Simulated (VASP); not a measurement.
Data:

```
SrTiO3
1.0
    3.90067     0.00000     0.00000
    0.00000     3.90067     0.00000
    0.00000     0.00000     3.90067
Sr Ti O
1 1 3
Cartesian
  0.00000   0.00000   0.00000
  1.95034   1.95034   1.95034
  1.95034   0.00000   1.95034
  0.00000   1.95034   1.95034
  1.95034   1.95034   0.00000
```

Level of theory: AM05 GGA, VASP's PBE PAW potentials (set 64) (plane waves; VASP). Run with 520 eV cut-off, Gaussian smearing of 0.050 eV, potentials Sr_sv Ti_sv O.

Give the energies of bands 12 to 23 at the high-symmetry points, in eV from the valence-band maximum.

| band | Γ | X | M | R |
|---|---|---|---|---|
| 12 | -2.85 | -4.36 | -4.72 | -4.68 |
| 13 | -2.85 | -2.88 | -4.57 | -4.21 |
| 14 | -2.85 | -2.88 | -4.23 | -4.21 |
| 15 | -1.19 | -2.52 | -2.91 | -3.78 |
| 16 | -1.19 | -2.39 | -2.91 | -3.78 |
| 17 | -1.19 | -2.39 | -1.73 | -3.78 |
| 18 | -0.35 | -2.02 | -1.59 | 0.00 |
| 19 | -0.35 | -0.73 | -1.59 | 0.00 |
| 20 | -0.35 | -0.73 | -0.10 | 0.00 |
| 21 | 1.81 | 1.98 | 3.79 | 4.47 |
| 22 | 1.81 | 3.78 | 3.79 | 4.47 |
| 23 | 1.81 | 3.78 | 4.25 | 4.47 |

The gap is indirect, 1.81 eV, from the valence maximum at R to the conduction minimum at Γ.

Measured: gap 3.59 eV (computed value off by -1.78 eV), as given by Anna Miglio et al., npj Computational Materials (2020), arXiv:2011.12765 [zero-point renormalisation of 336 meV (experimental, the table's column) added back].

The compound is SrTiO3 in the cubic perovskite structure, the ideal cubic form; the compound distorts at low or room temperature. It was relaxed first.
